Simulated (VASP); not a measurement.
# Al(111) over its thickness, part 5 of 7

How many layers does a slab of Al(111) need before surface energy, work function and relaxation settle?

VASP 6.6.1; PBE; plane waves and PAW (Al).

So far. Step 12 (Surface relaxation, layers 8): The run ended after 14 ionic steps, 0.004 eV below its first step, once the forces on the free atoms met EDIFFG = -0.01. Step 13 (The vacuum level, layers 8): The vacuum level lies 4.08 eV above the Fermi level at the upper face; both faces agree, as the slab has next to no dipole.

## (14) Surface relaxation, layers 9

System of this step: Al(111). The cell holds 9 atoms: 9 Al. Cell: a = 2.856 Å, b = 2.856 Å, c = 33.658 Å, α = 90.0°, β = 90.0°, γ = 60.0°. It derives from Al. 9 layers of fcc Al, cut at this functional's lattice. Vacuum lies along c.

INCAR reads:

```
SYSTEM = Al
PREC = Normal
ENCUT = 320
EDIFF = 1E-06
NELM = 120
ISMEAR = 1
SIGMA = 0.15
LREAL = .FALSE.
ALGO = Fast
GGA = PE
NBANDS = 22
LORBIT = 11
LWAVE = .FALSE.
LCHARG = .FALSE.
KPAR = 4
IBRION = 2
NSW = 50
ISIF = 2
EDIFFG = -0.01
POTIM = 0.4
MAXMIX = 40
```

POSCAR reads:

```
Al
1.0
    2.8564818028      0.0000000000      0.0000000000
    1.4282409014      2.4737858067      0.0000000000
    0.0000000000      0.0000000000     33.6584610038
Al
9
Direct
    0.3333333300      0.3333333300      0.2228265900
    0.6666666700      0.6666666700      0.2921199400
    0.0000000000      0.0000000000      0.3614132900
    0.3333333300      0.3333333300      0.4307066500
    0.6666666700      0.6666666700      0.5000000000
    0.0000000000      0.0000000000      0.5692933500
    0.3333333300      0.3333333300      0.6385867100
    0.6666666700      0.6666666700      0.7078800600
    0.0000000000      0.0000000000      0.7771734100
```

KPOINTS reads:

```
Automatic mesh
0
Gamma
15 15 1
0 0 0
```

Potentials, in the order of the species: Al (PBE family, release 64).

Launch:

```bash
$ mpirun -np 4 vasp_std
```

What it wrote:

```text
[banner, memory and clock lines left out]
running    4 mpi-ranks, on    1 nodes
[...]
LDA part: xc-table for (Slater+PW92), standard interpolation
 POSCAR, INCAR and KPOINTS ok, starting setup
[...]
entering main loop
       N       E                     dE             d eps       ncg     rms          rms(c)
DAV:   1     0.398699231701E+02    0.39870E+02   -0.68273E+03  1188   0.622E+02
DAV:   2    -0.299791042311E+02   -0.69849E+02   -0.65214E+02  1586   0.119E+02
DAV:   3    -0.336633431245E+02   -0.36842E+01   -0.35293E+01  1704   0.249E+01
DAV:   4    -0.337792242598E+02   -0.11588E+00   -0.11573E+00  1860   0.508E+00
[...]
RMM:  21    -0.329804526049E+02   -0.11838E-04   -0.10758E-06   795   0.347E-03    0.105E-03
RMM:  22    -0.329804541464E+02   -0.15415E-05   -0.21135E-07   661   0.233E-03    0.106E-03
RMM:  23    -0.329804542779E+02   -0.13152E-06   -0.65225E-08   594   0.176E-03
   1 F= -.32980454E+02 E0= -.32982538E+02  d E =-.329805E+02
[... from here on, the cycles between the ionic steps are left out ...]
   2 F= -.32981632E+02 E0= -.32983777E+02  d E =-.117800E-02
   3 F= -.32982577E+02 E0= -.32984804E+02  d E =-.212237E-02
   4 F= -.32982758E+02 E0= -.32984997E+02  d E =-.181207E-03
   5 F= -.32983192E+02 E0= -.32985458E+02  d E =-.615303E-03
   6 F= -.32983581E+02 E0= -.32985890E+02  d E =-.100431E-02
   7 F= -.32983801E+02 E0= -.32986103E+02  d E =-.219588E-03
   8 F= -.32984373E+02 E0= -.32986652E+02  d E =-.791904E-03
   9 F= -.32985141E+02 E0= -.32987372E+02  d E =-.156018E-02
  10 F= -.32985237E+02 E0= -.32987354E+02  d E =-.165599E-02
  11 F= -.32985406E+02 E0= -.32987570E+02  d E =-.182465E-02
  12 F= -.32985769E+02 E0= -.32987893E+02  d E =-.363756E-03
  13 F= -.32985778E+02 E0= -.32987807E+02  d E =-.372481E-03
  14 F= -.32985842E+02 E0= -.32987913E+02  d E =-.436088E-03
  15 F= -.32985995E+02 E0= -.32988014E+02  d E =-.152828E-03
 trial-energy change:   -0.000153  1 .order   -0.000160   -0.000299   -0.000022
 step:   4.6945(harm=  4.6189)  dis= 0.00628  next Energy=   -32.985996 (dE=-0.154E-03)
 reached required accuracy - stopping structural energy minimisation
```

It took 35 s on 4 MPI ranks of Intel Xeon 6975P-C (Granite Rapids), shared host; peak memory 0.72 GiB; 2.3 min of CPU time.

OUTCAR, selected parts (step 14):

```text
  Total       -2.0615967     -2.0615967     -0.1902501      0.0000000      0.0000000      0.0000000
  in kB      -13.8875773    -13.8875773     -1.2815860      0.0000000      0.0000000      0.0000000
  external PRESSURE =      -9.6855802 kB  Pullay stress =       0.0000000 kB

 POSITION                                       TOTAL-FORCE (eV/Angst)
 -----------------------------------------------------------------------------------
      1.42824      0.82460      7.41699        -0.000000     -0.000000      0.006788
      2.85648      1.64919      9.77836        -0.000000     -0.000000     -0.000817
      2.85648      0.00000     12.11666        -0.000000      0.000000     -0.003578
      1.42824      0.82460     14.47811        -0.000000     -0.000000     -0.002783
      2.85648      1.64919     16.82923        -0.000000     -0.000000      0.000000
      0.00000      0.00000     19.18035         0.000000      0.000000      0.002783
      1.42824      0.82460     21.54180         0.000000     -0.000000      0.003578
      2.85648      1.64919     23.88010         0.000000     -0.000000      0.000817
      0.00000      0.00000     26.24147        -0.000000     -0.000000     -0.006788
 -----------------------------------------------------------------------------------
    total drift:                               -0.000000     -0.000000      0.000001

  FREE ENERGIE OF THE ION-ELECTRON SYSTEM (eV)
  ---------------------------------------------------
  free  energy   TOTEN  =       -32.9859945327 eV

  energy  without entropy=      -32.9920537508  energy(sigma->0) =      -32.98801427

[... 1 part as in an earlier step ...]

[... 3 further parts left out ...]
[key lines of the parts left out:]
E-fermi :   3.5577
```

The run ended after 15 ionic steps, 0.006 eV below its first step, once the forces on the free atoms met EDIFFG = -0.01.

## (15) The vacuum level, layers 9

INCAR, as its differences from that of step 14:

```diff
@@ -15,7 +15,6 @@
 KPAR = 4
-IBRION = 2
-NSW = 50
-ISIF = 2
-EDIFFG = -0.01
-POTIM = 0.4
-MAXMIX = 40
+IDIPOL = 3
+LDIPOL = .TRUE.
+DIPOL = 0.5 0.5 0.5
+LVHAR = .TRUE.
+LVACPOTAV = .TRUE.
```

POSCAR reads:

```
Al
1.0
    2.8564818028      0.0000000000      0.0000000000
    1.4282409014      2.4737858067      0.0000000000
    0.0000000000      0.0000000000     33.6584610038
Al
9
Direct
    0.3333333300      0.3333333300      0.2203604389
    0.6666666700      0.6666666700      0.2905170811
    0.0000000000      0.0000000000      0.3599884586
    0.3333333300      0.3333333300      0.4301477272
    0.6666666700      0.6666666700      0.5000000000
    0.0000000000      0.0000000000      0.5698522728
    0.3333333300      0.3333333300      0.6400115414
    0.6666666700      0.6666666700      0.7094829189
    0.0000000000      0.0000000000      0.7796395611
```

KPOINTS is that of step 14.

Launch:

```bash
$ mpirun -np 4 vasp_std
```

What it wrote:

```text
[... set-up lines as in an earlier step ...]
 entering main loop
       N       E                     dE             d eps       ncg     rms          rms(c)
DAV:   1     0.391249343776E+02    0.39125E+02   -0.68145E+03  1188   0.622E+02
DAV:   2    -0.299984354087E+02   -0.69123E+02   -0.64550E+02  1586   0.118E+02
DAV:   3    -0.336448677385E+02   -0.36464E+01   -0.34882E+01  1690   0.247E+01
DAV:   4    -0.337628377235E+02   -0.11797E+00   -0.11777E+00  1844   0.514E+00
[...]
RMM:  21    -0.329859967389E+02   -0.59787E-05   -0.72900E-07   998   0.334E-03    0.114E-03
RMM:  22    -0.329859979337E+02   -0.11948E-05   -0.15573E-07   781   0.225E-03    0.115E-03
RMM:  23    -0.329859985149E+02   -0.58114E-06   -0.75099E-08   722   0.178E-03
 [... a notice as in an earlier step ...]

   1 F= -.32985999E+02 E0= -.32988018E+02  d E =0.605847E-02
```

Wall time 7.2 s (4 MPI ranks); peak memory 0.69 GiB.

Parts of OUTCAR (step 15):

```text
  Total       -2.0612341     -2.0612341     -0.1909049     -0.0000000      0.0000000      0.0000000
  in kB      -13.8851348    -13.8851348     -1.2859968     -0.0000000      0.0000000      0.0000000
  external PRESSURE =      -9.6854221 kB  Pullay stress =       0.0000000 kB

 POSITION                                       TOTAL-FORCE (eV/Angst)
 -----------------------------------------------------------------------------------
      1.42824      0.82460      7.41699         0.000000     -0.000000      0.006723
      2.85648      1.64919      9.77836         0.000000      0.000000     -0.000797
      0.00000      0.00000     12.11666         0.000000      0.000000     -0.003971
      1.42824      0.82460     14.47811         0.000000      0.000000     -0.002759
      2.85648      1.64919     16.82923        -0.000000     -0.000000     -0.000000
      0.00000      0.00000     19.18035        -0.000000      0.000000      0.002759
      1.42824      0.82460     21.54180        -0.000000     -0.000000      0.003971
      2.85648      1.64919     23.88010        -0.000000     -0.000000      0.000797
      0.00000      0.00000     26.24147        -0.000000      0.000000     -0.006723
 -----------------------------------------------------------------------------------
    total drift:                               -0.000000     -0.000000      0.000001

  FREE ENERGIE OF THE ION-ELECTRON SYSTEM (eV)
  ---------------------------------------------------
  free  energy   TOTEN  =       -32.9859985149 eV

  energy  without entropy=      -32.9920569887  energy(sigma->0) =      -32.98801801

[... 2 parts as in an earlier step ...]

[... 1 further part left out ...]
[key lines of the parts left out:]
E-fermi :   3.5579
```

The vacuum level lies 4.02 eV above the Fermi level at the upper face; both faces agree, as the slab has next to no dipole.

The program found no field-free point at its default tolerance, but its printed level agrees with the flat part of the planar average.

## (16) Relaxing the slab, layers 10

System of this step: Al(111). The cell holds 10 atoms: 10 Al. Cell: a = 2.856 Å, b = 2.856 Å, c = 35.991 Å, α = 90.0°, β = 90.0°, γ = 60.0°. It derives from Al. 10 layers of fcc Al, cut at this functional's lattice. Vacuum lies along c.

INCAR reads:

```
SYSTEM = Al
PREC = Normal
ENCUT = 320
EDIFF = 1E-06
NELM = 120
ISMEAR = 1
SIGMA = 0.15
LREAL = .FALSE.
ALGO = Fast
GGA = PE
NBANDS = 25
LORBIT = 11
LWAVE = .FALSE.
LCHARG = .FALSE.
KPAR = 4
IBRION = 2
NSW = 50
ISIF = 2
EDIFFG = -0.01
POTIM = 0.4
MAXMIX = 40
```

POSCAR reads:

```
Al
1.0
    2.8564818028      0.0000000000      0.0000000000
    1.4282409014      2.4737858067      0.0000000000
    0.0000000000      0.0000000000     35.9907686293
Al
10
Direct
    0.0000000000      0.0000000000      0.2083867700
    0.3333333300      0.3333333300      0.2731897100
    0.6666666700      0.6666666700      0.3379926500
    0.0000000000      0.0000000000      0.4027955900
    0.3333333300      0.3333333300      0.4675985300
    0.6666666700      0.6666666700      0.5324014700
    0.0000000000      0.0000000000      0.5972044100
    0.3333333300      0.3333333300      0.6620073500
    0.6666666700      0.6666666700      0.7268102900
    0.0000000000      0.0000000000      0.7916132300
```

KPOINTS is that of step 15.

Launch:

```bash
$ mpirun -np 4 vasp_std
```

What it wrote:

```text
[banner, memory and clock lines left out]
running    4 mpi-ranks, on    1 nodes
[...]
LDA part: xc-table for (Slater+PW92), standard interpolation
 POSCAR, INCAR and KPOINTS ok, starting setup
[...]
entering main loop
       N       E                     dE             d eps       ncg     rms          rms(c)
DAV:   1     0.409265289539E+02    0.40927E+02   -0.76308E+03  1350   0.626E+02
DAV:   2    -0.332291651161E+02   -0.74156E+02   -0.67454E+02  1707   0.117E+02
DAV:   3    -0.374343710276E+02   -0.42052E+01   -0.40547E+01  1955   0.252E+01
DAV:   4    -0.375607552615E+02   -0.12638E+00   -0.12586E+00  2052   0.513E+00
[...]
RMM:  21    -0.367197703074E+02   -0.20233E-04   -0.21114E-06   963   0.367E-03    0.156E-03
RMM:  22    -0.367197721987E+02   -0.18913E-05   -0.25727E-07   801   0.227E-03    0.142E-03
RMM:  23    -0.367197724821E+02   -0.28347E-06   -0.71956E-08   707   0.168E-03
   1 F= -.36719772E+02 E0= -.36719557E+02  d E =-.367198E+02
[... from here on, the cycles between the ionic steps are left out ...]
   2 F= -.36720342E+02 E0= -.36720158E+02  d E =-.569526E-03
   3 F= -.36720856E+02 E0= -.36720737E+02  d E =-.108394E-02
   4 F= -.36720856E+02 E0= -.36720736E+02  d E =-.108373E-02
   5 F= -.36720923E+02 E0= -.36720797E+02  d E =-.672293E-04
   6 F= -.36721106E+02 E0= -.36720957E+02  d E =-.250228E-03
   7 F= -.36721380E+02 E0= -.36721192E+02  d E =-.523814E-03
   8 F= -.36721530E+02 E0= -.36721287E+02  d E =-.673508E-03
   9 F= -.36721590E+02 E0= -.36721330E+02  d E =-.604049E-04
  10 F= -.36721748E+02 E0= -.36721433E+02  d E =-.218289E-03
  11 F= -.36721941E+02 E0= -.36721518E+02  d E =-.411537E-03
  12 F= -.36721884E+02 E0= -.36721268E+02  d E =-.354748E-03
  13 F= -.36721989E+02 E0= -.36721492E+02  d E =-.458986E-03
  14 F= -.36722108E+02 E0= -.36721605E+02  d E =-.119747E-03
  15 F= -.36722399E+02 E0= -.36721885E+02  d E =-.410232E-03
  16 F= -.36722693E+02 E0= -.36722165E+02  d E =-.704071E-03
  17 F= -.36722708E+02 E0= -.36722177E+02  d E =-.719081E-03
  18 F= -.36722818E+02 E0= -.36722265E+02  d E =-.109792E-03
 trial-energy change:   -0.000110  1 .order   -0.000107   -0.000156   -0.000058
 step:   6.3948(harm=  6.3948)  dis= 0.00563  next Energy=   -36.722832 (dE=-0.124E-03)
 reached required accuracy - stopping structural energy minimisation
```

Run time: 42 s. Hardware: 4 MPI ranks; peak memory 0.79 GiB.

From OUTCAR (step 16):

```text
  Total       -1.8356349     -1.8356349     -0.0262980      0.0000000      0.0000000      0.0000000
  in kB      -11.5641102    -11.5641102     -0.1656719      0.0000000      0.0000000      0.0000000
  external PRESSURE =      -7.7646308 kB  Pullay stress =       0.0000000 kB

 POSITION                                       TOTAL-FORCE (eV/Angst)
 -----------------------------------------------------------------------------------
      0.00000      0.00000      7.44181         0.000000     -0.000000     -0.007041
      1.42824      0.82460      9.79280         0.000000     -0.000000      0.002898
      2.85648      1.64919     12.12535         0.000000      0.000000      0.002356
      4.28472      2.47379     14.47769         0.000000     -0.000000     -0.002925
      1.42824      0.82460     16.82728         0.000000     -0.000000     -0.005089
      2.85648      1.64919     19.16349        -0.000000     -0.000000      0.005089
      0.00000      0.00000     21.51308         0.000000      0.000000      0.002925
      1.42824      0.82460     23.86542        -0.000000     -0.000000     -0.002356
      2.85648      1.64919     26.19797         0.000000      0.000000     -0.002898
      1.42824      2.47379     28.54895        -0.000000      0.000000      0.007041
 -----------------------------------------------------------------------------------
    total drift:                                0.000000      0.000000      0.000000

  FREE ENERGIE OF THE ION-ELECTRON SYSTEM (eV)
  ---------------------------------------------------
  free  energy   TOTEN  =       -36.7228175839 eV

  energy  without entropy=      -36.7211590701  energy(sigma->0) =      -36.72226475

[... 1 part as in an earlier step ...]

[... 3 further parts left out ...]
[key lines of the parts left out:]
E-fermi :   3.8317
```

The run ended after 18 ionic steps, 0.003 eV below its first step, once the forces on the free atoms met EDIFFG = -0.01.

## (17) The vacuum level, layers 10

INCAR, as its differences from that of step 16:

```diff
@@ -15,7 +15,6 @@
 KPAR = 4
-IBRION = 2
-NSW = 50
-ISIF = 2
-EDIFFG = -0.01
-POTIM = 0.4
-MAXMIX = 40
+IDIPOL = 3
+LDIPOL = .TRUE.
+DIPOL = 0.5 0.5 0.5
+LVHAR = .TRUE.
+LVACPOTAV = .TRUE.
```

POSCAR reads:

```
Al
1.0
    2.8564818028      0.0000000000      0.0000000000
    1.4282409014      2.4737858067      0.0000000000
    0.0000000000      0.0000000000     35.9907686293
Al
10
Direct
    0.0000000000      0.0000000000      0.2067700902
    0.3333333300      0.3333333300      0.2720919182
    0.6666666700      0.6666666700      0.3369016067
    0.0000000000      0.0000000000      0.4022611149
    0.3333333300      0.3333333300      0.4675442315
    0.6666666700      0.6666666700      0.5324557685
    0.0000000000      0.0000000000      0.5977388851
    0.3333333300      0.3333333300      0.6630983933
    0.6666666700      0.6666666700      0.7279080818
    0.0000000000      0.0000000000      0.7932299098
```

KPOINTS is that of step 16.

Launch:

```bash
$ mpirun -np 4 vasp_std
```

What it wrote:

```text
[... set-up lines as in an earlier step ...]
 entering main loop
       N       E                     dE             d eps       ncg     rms          rms(c)
DAV:   1     0.404195482186E+02    0.40420E+02   -0.76231E+03  1350   0.626E+02
DAV:   2    -0.332882711371E+02   -0.73708E+02   -0.67158E+02  1715   0.117E+02
DAV:   3    -0.374227117780E+02   -0.41344E+01   -0.39791E+01  1963   0.249E+01
DAV:   4    -0.375477855137E+02   -0.12507E+00   -0.12458E+00  2044   0.508E+00
[...]
RMM:  21    -0.367228161383E+02   -0.18668E-04   -0.18931E-06  1254   0.361E-03    0.129E-03
RMM:  22    -0.367228171439E+02   -0.10056E-05   -0.16920E-07   913   0.216E-03    0.139E-03
RMM:  23    -0.367228174522E+02   -0.30829E-06   -0.56005E-08   758   0.165E-03
 [... a notice as in an earlier step ...]

   1 F= -.36722817E+02 E0= -.36722265E+02  d E =-.165867E-02
```

It took 8.6 s on 4 MPI ranks; peak memory 0.73 GiB; 32 s of CPU time.

From OUTCAR (step 17):

```text
  Total       -1.8354802     -1.8354802     -0.0265826      0.0000000     -0.0000000      0.0000000
  in kB      -11.5631352    -11.5631352     -0.1674650      0.0000000     -0.0000000      0.0000000
  external PRESSURE =      -7.7645785 kB  Pullay stress =       0.0000000 kB

 POSITION                                       TOTAL-FORCE (eV/Angst)
 -----------------------------------------------------------------------------------
      0.00000      0.00000      7.44181         0.000000     -0.000000     -0.007050
      1.42824      0.82460      9.79280         0.000000      0.000000      0.002816
      2.85648      1.64919     12.12535         0.000000      0.000000      0.002412
      0.00000      0.00000     14.47769        -0.000000     -0.000000     -0.003011
      1.42824      0.82460     16.82728        -0.000000      0.000000     -0.005080
      2.85648      1.64919     19.16349        -0.000000     -0.000000      0.005080
      0.00000      0.00000     21.51308         0.000000      0.000000      0.003011
      1.42824      0.82460     23.86542        -0.000000     -0.000000     -0.002412
      2.85648      1.64919     26.19797        -0.000000     -0.000000     -0.002816
      0.00000      0.00000     28.54895        -0.000000      0.000000      0.007050
 -----------------------------------------------------------------------------------
    total drift:                                0.000000      0.000000      0.000000

  FREE ENERGIE OF THE ION-ELECTRON SYSTEM (eV)
  ---------------------------------------------------
  free  energy   TOTEN  =       -36.7228174522 eV

  energy  without entropy=      -36.7211587806  energy(sigma->0) =      -36.72226456

[... 2 parts as in an earlier step ...]

[... 1 further part left out ...]
[key lines of the parts left out:]
E-fermi :   3.8317
```

The vacuum level lies 4.03 eV above the Fermi level at the upper face; both faces agree, as the slab has next to no dipole.

The program found no field-free point at its default tolerance, but its printed level agrees with the flat part of the planar average.

(Part 5 of 7 ends here.)

[Lines on the potential files, build, host, timing and source positions are cut from VASP's logs without a mark.]

[Logs are printed without paths, hosts, clocks, repeated set-up lines and the standing remarks that a program may print on its own settings, such as how far it seeks lower states.]

[Hosts, paths, dates, database ids (printed as entryN), source tags and the programs' standing remarks are cut or masked in the printed files.]

[Runs that stopped without an error message from VASP are left out.]
